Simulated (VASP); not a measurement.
An input for Ansatz (written as the equivalent of a VASP run, and not itself run):

Ansatz 0.2 input:
```yaml
crystal:
  lattice:
    - [0.0000000, 3.3658040, 3.3658040]
    - [3.3658040, 0.0000000, 3.3658040]
    - [3.3658040, 3.3658040, 0.0000000]
  atoms:
    - { symbol: Mg, position: [0.2500000, 0.2500000, 0.2500000] }
    - { symbol: Mg, position: [0.7500000, 0.7500000, 0.7500000] }
    - { symbol: Sn, position: [0.0000000, 0.0000000, 0.0000000] }
kpoints:
  mp_grid: { grid: [5, 5, 5] }
hamiltonian:
  xc: lda
  pseudopotentials: { kind: paw }
scf:
  occupations: { method: fermi_dirac, width: 0.01 }
  max_iter: 100
output: { forces: true, stress: true, eigenvalues: true }
```

**Question.** Write the VASP files for the same calculation (LDA).

**Answer.** One answer among several that fit: 
INCAR:
```
# general
SYSTEM  = Mg2Sn
PREC    = Accurate
ENCUT   = 300   # plane-wave cut-off (eV)
LREAL   = .FALSE.   # projection in real space or not
LASPH   = .TRUE.

# electronic loop
EDIFF   = 1E-6   # SCF stop (eV)
NELM    = 100
ALGO    = Normal
LMAXMIX = 4

# smearing
ISMEAR  = -1   # Fermi-Dirac
SIGMA   = 0.01   # width (eV)

# ions
ISIF    = 2   # forces and stress, cell fixed

# output
LWAVE   = .FALSE.
LCHARG  = .FALSE.
```

### POSCAR
```
Mg2Sn
1
    0.0000000000     3.3658040000     3.3658040000
    3.3658040000     0.0000000000     3.3658040000
    3.3658040000     3.3658040000     0.0000000000
Mg Sn
2 1
Direct
  0.2500000000   0.2500000000   0.2500000000
  0.7500000000   0.7500000000   0.7500000000
  0.0000000000   0.0000000000   0.0000000000
```

File KPOINTS:
```
K-points
0
gamma
 5 5 5
```

POTCAR, in this order: Mg Sn_d (LDA.64 set). Program: vasp_std.

The two are equivalent in intent, not identical: each code has its own PAW files, so the cut-off isn't converted (ENCUT is set for VASP's; basis.ecutwfc is left out, and Ansatz then takes the one that its files recommend); Ansatz stops its SCF on the density residual and VASP on the energy change (EDIFF); Ansatz's lda is the Perdew-Wang form, while the LDA potentials of VASP carry Perdew-Zunger's.

The structure is a typed Mg2Sn crystal. The cell was not relaxed at this level. The k-mesh is coarse (spacing up to 0.32 per Å, 2π included), so the numbers may not be converged in it.
